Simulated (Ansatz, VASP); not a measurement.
**Ge3Cl8 (Ge3Cl8 (F-43c)) in two plane-wave programs**

Wanted: the spread between two codes on one cell, functional and k mesh. Of the first pair: The structure shown is the start of the Ansatz relaxation below; VASP solves that cell, so the two are compared at the walk's first step.

Calculated with Ansatz 0.2.0; plane waves, with VASP 6.6.1 beside it; single point at PBEsol.

**1. The starting structure**

The cell holds 44 atoms: 12 Ge and 32 Cl. Its edges and angles: a = 12.459 Å, b = 12.459 Å, c = 12.459 Å, α = 60.0°, β = 60.0°, γ = 60.0°.

**2. Ansatz: relaxation, PBEsol**

Ansatz runs on its default PAW (the set named soft_2) files.

The two programs are compared at the cell with which this relaxation starts, whose forces are those of its first step.

Contents of input.yaml:

```yaml
crystal:
  lattice:
    - [0.0, 8.8100141, 8.8100141]
    - [8.8100141, 0.0, 8.8100141]
    - [8.8100141, 8.8100141, 0.0]
  atoms:
    - { symbol: Ge, position: [0.82957524, 0.82957524, 0.82957524] }
    - { symbol: Ge, position: [0.32957524, 0.01127428, 0.32957524] }
    - { symbol: Ge, position: [0.01127428, 0.32957524, 0.32957524] }
    - { symbol: Ge, position: [0.32957524, 0.32957524, 0.01127428] }
    - { symbol: Ge, position: [0.82957524, 0.51127428, 0.82957524] }
    - { symbol: Ge, position: [0.82957524, 0.82957524, 0.51127428] }
    - { symbol: Ge, position: [0.51127428, 0.82957524, 0.82957524] }
    - { symbol: Ge, position: [0.32957524, 0.32957524, 0.32957524] }
    - { symbol: Ge, position: [0.75, 0.75, 0.75] }
    - { symbol: Ge, position: [0.25, 0.25, 0.25] }
    - { symbol: Ge, position: [0.5, 0.5, 0.5] }
    - { symbol: Ge, position: [0.0, 0.0, 0.0] }
    - { symbol: Cl, position: [0.70900232, 0.82598151, 0.43864776] }
    - { symbol: Cl, position: [0.02636841, 0.82598151, 0.70900232] }
    - { symbol: Cl, position: [0.43864776, 0.82598151, 0.02636841] }
    - { symbol: Cl, position: [0.70900232, 0.02636841, 0.82598151] }
    - { symbol: Cl, position: [0.70900232, 0.43864776, 0.02636841] }
    - { symbol: Cl, position: [0.82598151, 0.70900232, 0.02636841] }
    - { symbol: Cl, position: [0.93864776, 0.52636841, 0.32598151] }
    - { symbol: Cl, position: [0.32598151, 0.20900232, 0.93864776] }
    - { symbol: Cl, position: [0.52636841, 0.93864776, 0.20900232] }
    - { symbol: Cl, position: [0.20900232, 0.52636841, 0.93864776] }
    - { symbol: Cl, position: [0.20900232, 0.93864776, 0.32598151] }
    - { symbol: Cl, position: [0.52636841, 0.20900232, 0.32598151] }
    - { symbol: Cl, position: [0.06920133, 0.06920133, 0.79239602] }
    - { symbol: Cl, position: [0.56920133, 0.56920133, 0.56920133] }
    - { symbol: Cl, position: [0.56920133, 0.29239602, 0.56920133] }
    - { symbol: Cl, position: [0.29239602, 0.56920133, 0.56920133] }
    - { symbol: Cl, position: [0.79239602, 0.06920133, 0.06920133] }
    - { symbol: Cl, position: [0.06920133, 0.06920133, 0.06920133] }
    - { symbol: Cl, position: [0.06920133, 0.79239602, 0.06920133] }
    - { symbol: Cl, position: [0.56920133, 0.56920133, 0.29239602] }
    - { symbol: Cl, position: [0.20900232, 0.32598151, 0.52636841] }
    - { symbol: Cl, position: [0.43864776, 0.70900232, 0.82598151] }
    - { symbol: Cl, position: [0.82598151, 0.02636841, 0.43864776] }
    - { symbol: Cl, position: [0.43864776, 0.02636841, 0.70900232] }
    - { symbol: Cl, position: [0.02636841, 0.43864776, 0.82598151] }
    - { symbol: Cl, position: [0.02636841, 0.70900232, 0.43864776] }
    - { symbol: Cl, position: [0.82598151, 0.43864776, 0.70900232] }
    - { symbol: Cl, position: [0.52636841, 0.32598151, 0.93864776] }
    - { symbol: Cl, position: [0.93864776, 0.32598151, 0.20900232] }
    - { symbol: Cl, position: [0.32598151, 0.93864776, 0.52636841] }
    - { symbol: Cl, position: [0.93864776, 0.20900232, 0.52636841] }
    - { symbol: Cl, position: [0.32598151, 0.52636841, 0.20900232] }
basis:
  ecutwfc: 420
  xc_grid: 2
hamiltonian:
  xc: pbesol
kpoints:
  mp_grid: { grid: [3, 3, 3] }
scf:
  occupations: { method: fermi_dirac, width: 0.01 }
  max_iter: 150
output:
  forces: true
  stress: true
relax:
  f_tol: 0.01
  max_steps: 60
  cell: {}
checkpoint:
  write: "../pbesol.run"
  compress: false
  write_wavefunctions: false
  write_every: 100000
```

On the command line:

```
> ansatz run input.yaml --threads 4 --pin off --max-ram 6594MiB --backend cpu --events-out ev --progress --plain --runs-dir out
```

Numbers of over 12 decimals in the logs are rounded to 6 here.

Log:

```text
Engine: ansatz 0.2.0, x86_64-unknown-linux-gnu
Pseudopotentials: kind: paw
Pseudopotential: Ge, paw, valence charge 14, recommended cutoff 420 eV (normal), Ge.paw.azcp
Pseudopotential: Cl, paw, valence charge 7, recommended cutoff 420 eV (normal), Cl.paw.azcp
Functional definition: PBEsol
  exchange = pbesol_x
  correlation = pbesol_c
Crystal: 44 atoms, lattice volume = 1367.602 Å³
Basis set: ecut = 420 eV, 26565 PW (Γ), exchange–correlation on 180×180×180 points (8 copies of the dense FFT grid, shifted against one another)
Bands: 240, of which v1, the nominal top of the filled ones, is band 196 counted from 1 (195 counted from 0)
Symmetry: 24 space group operations
Space group: F-43c (ITA 219), of the structure as read, at distance tolerance 1.1e-4 Å
k-points: 4 of 27 (time reversal used)
Non-local potential: Ge, projectors of the file, l = 0: 2, l = 1: 2, l = 2: 3, l = 3: 1
Non-local potential: Cl, projectors of the file, l = 0: 2, l = 1: 2, l = 2: 2
PAW form: soft (Blöchl's): semilocal exchange-correlation on the pseudo side does not see the compensation charge
PAW frozen core: Ge, regenerated for the run's functional, and the local potential with it (the file was generated under x = pbe(κ = 0.804, μ = 0.219515), c = pbe(β = 0.066725))
PAW frozen core: Cl, regenerated for the run's functional, and the local potential with it (the file was generated under x = pbe(κ = 0.804, μ = 0.219515), c = pbe(β = 0.066725))
PAW one-centre angular grid: Ge, 590 points (default); XC on 64 Gauss nodes
PAW one-centre angular grid: Cl, 110 points (default); XC on 64 Gauss nodes
Initial density: superposition of atomic densities (neutral atoms: chi_scale 0, normalization atom), corrected by the library's trained network
Initial wavefunctions: pseudopotential atomic-orbital guess
Functional: x = pbesol(κ = 0.804, μ = 0.123457), c = pbesol(β = 0.046)
SCF iter   1: F=—  HF=-85023.740697 eV  |F-HF|=—  |Δ(HF+E_count)|=         —  Δρ=3.07e-3  dr2=1.95e-1  ethr=1.77e-3  ⟨swp⟩=6.5  Hψ=3946  notcnv=0  defer=29
preconditioner: auto → Resta (q_TF=auto, 2.215 Å⁻¹)  ε∞=3.2  [insulator: Δε(μ)=3.388 eV  Ē_g=11.060 eV  σ=0.010 eV  W_gap=1.00  n_scr=258 (ndim 8)  ℏωp=16.6 eV  f_vac=0.190  D(μ)=0.00/eV (n_scr^D=0)  ε∞_Penn≈3.2]
SCF iter   2: F=—  HF=-85023.677835 eV  |F-HF|=—  |Δ(HF+E_count)|=   6.29e-2  Δρ=1.31e-3  dr2=3.29e-2  ethr=4.97e-5  ⟨swp⟩=4.0  Hψ=1948  notcnv=0  defer=144
SCF iter   3: F=—  HF=-85023.673703 eV  |F-HF|=—  |Δ(HF+E_count)|=   4.13e-3  Δρ=3.90e-4  dr2=2.35e-3  ethr=8.39e-6  ⟨swp⟩=3.0  Hψ=1664  notcnv=0  defer=144
SCF iter   4: F=—  HF=-85023.674067 eV  |F-HF|=—  |Δ(HF+E_count)|=   3.64e-4  Δρ=1.56e-4  dr2=5.49e-4  ethr=6.00e-7  ⟨swp⟩=2.0  Hψ=1632  notcnv=0  defer=144
SCF iter   5: F=—  HF=-85023.674312 eV  |F-HF|=—  |Δ(HF+E_count)|=   2.44e-4  Δρ=4.78e-5  dr2=5.41e-5  ethr=1.40e-7  ⟨swp⟩=2.0  Hψ=1600  notcnv=0  defer=144
SCF iter   6: F=—  HF=-85023.675282 eV  |F-HF|=—  |Δ(HF+E_count)|=   9.71e-4  Δρ=1.58e-5  dr2=5.13e-6  ethr=1.38e-8  ⟨swp⟩=2.0  Hψ=1232  notcnv=0  defer=144
SCF iter   7: F=—  HF=-85023.675291 eV  |F-HF|=—  |Δ(HF+E_count)|=   8.34e-6  Δρ=5.34e-6  dr2=5.37e-7  ethr=1.31e-9  ⟨swp⟩=2.0  Hψ=1600  notcnv=0  defer=144
SCF iter   8: F=-85023.675291 eV  HF=-85023.675291 eV  |F-HF|=1.00e-8  |Δ(HF+E_count)|=   6.13e-8  Δρ=2.32e-6  dr2=9.85e-8  ethr=2.55e-11  ⟨swp⟩=4.0  Hψ=3328  notcnv=0
SCF 1 converged in 8 iterations: F = -85023.675291 eV  dr2 = 9.85e-8
  greatest PAW one-centre occupation: 0.999 electrons in one spin orbital (limit 2), on the Ge atom at site 10 (counted from 0), in its partial waves of l = 2
relax step   1: F+E_penalty+E_count = -85023.67529068 eV  Δ(F+E_penalty+E_count) = +0.000e0 eV  max|allowed force component| = 8.685e-2 eV/Å  Δτ_max = 0.0000 Å  P = +0.527 GPa  Ω = 1367.602 Å³  (8 SCF iters, dr2 threshold 1.00e-7 eV, accepted)
Crystal: 44 atoms, lattice volume = 1427.720 Å³
Basis set: ecut = 420 eV, 27941 PW (Γ), exchange–correlation on 180×180×180 points (8 copies of the dense FFT grid, shifted against one another)
Initial density: handed on by an earlier stage of this run
Initial wavefunctions: those handed on with the density
iter 1 solved again at ethr=6.00e-5 eV; its pass at ethr=3.10e-3 eV (dr2=2.35e-1 eV) is discarded
SCF iter   1: F=—  HF=-85023.802793 eV  |F-HF|=—  |Δ(HF+E_count)|=         —  Δρ=3.60e-3  dr2=2.39e-1  ethr=6.00e-5  ⟨swp⟩=3.2  Hψ=4238  notcnv=0
preconditioner: auto → Resta (q_TF=auto, 2.200 Å⁻¹)  ε∞=3.1  [insulator: Δε(μ)=3.387 eV  Ē_g=11.060 eV  σ=0.010 eV  W_gap=1.00  n_scr=258 (ndim 8)  ℏωp=16.2 eV  f_vac=0.215  D(μ)=0.00/eV (n_scr^D=0)  ε∞_Penn≈3.1]
SCF iter   2: F=—  HF=-85023.747469 eV  |F-HF|=—  |Δ(HF+E_count)|=   5.53e-2  Δρ=1.85e-3  dr2=2.92e-2  ethr=6.00e-5  ⟨swp⟩=4.0  Hψ=1648  notcnv=0
[...]
SCF iter   8: F=—  HF=-85023.768224 eV  |F-HF|=—  |Δ(HF+E_count)|=   4.26e-8  Δρ=2.36e-7  dr2=1.86e-9  ethr=9.04e-12  ⟨swp⟩=2.0  Hψ=1544  notcnv=0
SCF iter   9: F=-85023.768224 eV  HF=-85023.768224 eV  |F-HF|=8.73e-11  |Δ(HF+E_count)|=   2.95e-9  Δρ=1.17e-7  dr2=3.73e-10  ethr=1.00e-12  ⟨swp⟩=4.0  Hψ=2960  notcnv=0
SCF 5 converged in 9 iterations: F = -85023.768224 eV  dr2 = 3.73e-10
[...]
SCF converged after 9 iterations
Free energy (F): -85023.768224 eV
Harris-Foulkes:  -85023.768224 eV  (|F-HF|=8.73e-11)
Internal energy: -85023.768224 eV  (E = F + TS)
E sigma→0 (E₀):  -85023.768224 eV
Fermi energy:    1.098388 eV
--- Per-component energies (eV) ---
  E_band       = -4353.786617
  E_kinetic    = 6451.862467
  E_local      = -56500.676822  (includes V_loc(G=0)·N_el)
  E_nonlocal   = 5999.347902
  E_hartree    = 24013.083018
  E_xc         = -4259.520404
  E_vxc        = -4618.395398  (∫ρ·V_xc dr)
  E_paw        = -44310.094403  (= ΣΔE_a)
  E_vpaw       = -3712.094573  (= ΣTr[D̂ρ^β])
  E_aug_tail   = 0.006829  (compensation charges beyond the density's cutoff)
  E_ewald      = -16431.301874
  E_core_change = 13.525062  (= ΣΔE_core)
  E_smearing   = -0.000000  (= −TS)
  E_closure    = -0.000000  (closes the sum)
  Σ components = -85023.768224   (vs F -85023.768224, Δ=0.00e0)
--- Forces (eV/Å), atoms counted from 1 ---
  atom   1  Ge     0.00059019     0.00059019     0.00059019
  atom   2  Ge    -0.00059019     0.00059019    -0.00059019
  atom   3  Ge     0.00059019    -0.00059019    -0.00059019
  atom   4  Ge    -0.00059019    -0.00059019     0.00059019
  atom   5  Ge    -0.00059019     0.00059019    -0.00059019
  atom   6  Ge    -0.00059019    -0.00059019     0.00059019
  atom   7  Ge     0.00059019    -0.00059019    -0.00059019
  atom   8  Ge     0.00059019     0.00059019     0.00059019
  atom   9  Ge    -0.00000000    -0.00000000    -0.00000000
  atom  10  Ge    -0.00000000    -0.00000000    -0.00000000
  atom  11  Ge     0.00000000    -0.00000000    -0.00000000
  atom  12  Ge     0.00000000    -0.00000000    -0.00000000
  atom  13  Cl    -0.00016175     0.00007630    -0.00102041
  atom  14  Cl    -0.00102041     0.00016175    -0.00007630
  atom  15  Cl    -0.00007630     0.00102041    -0.00016175
  atom  16  Cl    -0.00007630    -0.00102041     0.00016175
  atom  17  Cl     0.00102041     0.00016175     0.00007630
  atom  18  Cl     0.00016175    -0.00007630    -0.00102041
  atom  19  Cl    -0.00007630    -0.00016175     0.00102041
  atom  20  Cl     0.00007630    -0.00016175    -0.00102041
  atom  21  Cl     0.00007630     0.00016175     0.00102041
  atom  22  Cl     0.00102041     0.00007630     0.00016175
  atom  23  Cl    -0.00016175    -0.00102041     0.00007630
  atom  24  Cl    -0.00102041    -0.00007630     0.00016175
[...]
atom  37  Cl    -0.00016175    -0.00007630     0.00102041
  atom  38  Cl     0.00007630     0.00102041     0.00016175
  atom  39  Cl     0.00007630    -0.00102041    -0.00016175
  atom  40  Cl    -0.00016175     0.00102041    -0.00007630
  atom  41  Cl    -0.00102041     0.00007630    -0.00016175
  atom  42  Cl     0.00102041    -0.00007630    -0.00016175
  atom  43  Cl     0.00016175     0.00102041     0.00007630
  atom  44  Cl     0.00016175    -0.00102041    -0.00007630
  max |Σ_I F_I| component: 9.89e-19 eV/Å
--- Stress (GPa, compression-positive) ---
        0.014868       0.000000       0.000000
        0.000000       0.014868       0.000000
        0.000000       0.000000       0.014868
  P = ⅓ Tr σ = 0.0149 GPa (0.149 kbar)
--- Relaxed structure (4 steps of the walk, 4 accepted, 1 SCFs on fresh bases) ---
  F+E_penalty+E_count = -85023.76822385 eV   max|allowed force component| = 1.020e-3 eV/Å   (the final SCF, on the basis selected at the relaxed cell)
  cell:  # Å, volume = 1492.5045 Å³
    - [0, 9.070444, 9.070444]
    - [9.070444, 0, 9.070444]
    - [9.070444, 9.070444, 0]
  atoms:
    - { symbol: Ge, position: [0.827596, 0.827596, 0.827596] }
    - { symbol: Ge, position: [0.327596, 0.017212, 0.327596] }
    - { symbol: Ge, position: [0.017212, 0.327596, 0.327596] }
    - { symbol: Ge, position: [0.327596, 0.327596, 0.017212] }
    - { symbol: Ge, position: [0.827596, 0.517212, 0.827596] }
    - { symbol: Ge, position: [0.827596, 0.827596, 0.517212] }
    - { symbol: Ge, position: [0.517212, 0.827596, 0.827596] }
    - { symbol: Ge, position: [0.327596, 0.327596, 0.327596] }
    - { symbol: Ge, position: [0.750000, 0.750000, 0.750000] }
    - { symbol: Ge, position: [0.250000, 0.250000, 0.250000] }
    - { symbol: Ge, position: [0.500000, 0.500000, 0.500000] }
    - { symbol: Ge, position: [2.825309887022365e-17, 2.828414475004444e-17, 2.82888995244314e-17] }
    - { symbol: Cl, position: [0.710455, 0.823842, 0.446358] }
    - { symbol: Cl, position: [0.019344, 0.823842, 0.710455] }
    - { symbol: Cl, position: [0.446358, 0.823842, 0.019344] }
    - { symbol: Cl, position: [0.710455, 0.019344, 0.823842] }
    - { symbol: Cl, position: [0.710455, 0.446358, 0.019344] }
    - { symbol: Cl, position: [0.823842, 0.710455, 0.019344] }
    - { symbol: Cl, position: [0.946358, 0.519344, 0.323842] }
    - { symbol: Cl, position: [0.323842, 0.210455, 0.946358] }
    - { symbol: Cl, position: [0.519344, 0.946358, 0.210455] }
    - { symbol: Cl, position: [0.210455, 0.519344, 0.946358] }
    - { symbol: Cl, position: [0.210455, 0.946358, 0.323842] }
    - { symbol: Cl, position: [0.519344, 0.210455, 0.323842] }
    - { symbol: Cl, position: [0.067519, 0.067519, 0.797442] }
    - { symbol: Cl, position: [0.567519, 0.567519, 0.567519] }
    - { symbol: Cl, position: [0.567519, 0.297442, 0.567519] }
    - { symbol: Cl, position: [0.297442, 0.567519, 0.567519] }
    - { symbol: Cl, position: [0.797442, 0.067519, 0.067519] }
    - { symbol: Cl, position: [0.067519, 0.067519, 0.067519] }
    - { symbol: Cl, position: [0.067519, 0.797442, 0.067519] }
    - { symbol: Cl, position: [0.567519, 0.567519, 0.297442] }
    - { symbol: Cl, position: [0.210455, 0.323842, 0.519344] }
    - { symbol: Cl, position: [0.446358, 0.710455, 0.823842] }
    - { symbol: Cl, position: [0.823842, 0.019344, 0.446358] }
    - { symbol: Cl, position: [0.446358, 0.019344, 0.710455] }
    - { symbol: Cl, position: [0.019344, 0.446358, 0.823842] }
    - { symbol: Cl, position: [0.019344, 0.710455, 0.446358] }
    - { symbol: Cl, position: [0.823842, 0.446358, 0.710455] }
    - { symbol: Cl, position: [0.519344, 0.323842, 0.946358] }
    - { symbol: Cl, position: [0.946358, 0.323842, 0.210455] }
    - { symbol: Cl, position: [0.323842, 0.946358, 0.519344] }
    - { symbol: Cl, position: [0.946358, 0.210455, 0.519344] }
    - { symbol: Cl, position: [0.323842, 0.519344, 0.210455] }
```

(Continued in part 2 of 2.)

[Lines on the potential files, build, host, timing and source positions are cut from VASP's logs without a mark.]

[Logs are printed without paths, hosts, clocks, repeated set-up lines and the standing remarks that a program may print on its own settings, such as how far it seeks lower states.]

[Hosts, paths, dates, database ids (printed as entryN), source tags and the programs' standing remarks are cut or masked in the printed files.]
